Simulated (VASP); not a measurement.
An input for Ansatz (written as the equivalent of a VASP run, and not itself run):

Ansatz 0.2 input:
```yaml
crystal:
  lattice:
    - [1.5990468, -2.7696302, 0.0000000]
    - [1.5990468, 2.7696302, 0.0000000]
    - [0.0000000, 0.0000000, 5.2050886]
  atoms:
    - { symbol: Ga, position: [0.6666670, 0.3333330, 0.5000335] }
    - { symbol: Ga, position: [0.3333330, 0.6666670, 0.0000335] }
    - { symbol: N, position: [0.6666670, 0.3333330, 0.8769665] }
    - { symbol: N, position: [0.3333330, 0.6666670, 0.3769665] }
kpoints:
  mp_grid: { grid: [9, 9, 5] }
hamiltonian:
  xc: pbe
  dispersion: d3bj
  pseudopotentials: { kind: paw }
scf:
  occupations: { method: tetrahedron }
  max_iter: 100
output: { forces: true, stress: true, eigenvalues: true }
```

Write the VASP files for the same calculation (PBE-D3(BJ)).

Several could match; the one computed here: 
KPOINTS:
```
Regular mesh
0
gamma
9 9 5
0 0 0
```

### INCAR
```
ALGO = Normal
EDIFF = 1E-7
ENCUT = 520
GGA = PE
ISIF = 2
ISMEAR = -5
IVDW = 12
LASPH = .TRUE.
LCHARG = .TRUE.
LEFG = .TRUE.
LMAXMIX = 4
LORBIT = 11
LREAL = .FALSE.
LWAVE = .FALSE.
NEDOS = 601
NELM = 100
PREC = Accurate
SYSTEM = GaN
```

### POSCAR
```
GaN
1
    1.5990467643    -2.7696302011     0.0000000000
    1.5990467643     2.7696302011     0.0000000000
    0.0000000000     0.0000000000     5.2050886262
Ga N
2 2
Direct
  0.6666670000   0.3333330000   0.5000334969
  0.3333330000   0.6666670000   0.0000334969
  0.6666670000   0.3333330000   0.8769665031
  0.3333330000   0.6666670000   0.3769665031
```

POTCAR, in this order: Ga_d N (PBE.64 set). Program: vasp_std.

The two are equivalent in intent, not identical: each code has its own PAW files, so the cut-off isn't converted (ENCUT is set for VASP's; basis.ecutwfc is left out, and Ansatz then takes the one that its files recommend); Ansatz stops its SCF on the density residual and VASP on the energy change (EDIFF); the field gradients of LEFG aren't asked of the other code.

The compound is GaN in the wurtzite structure. It was relaxed first.
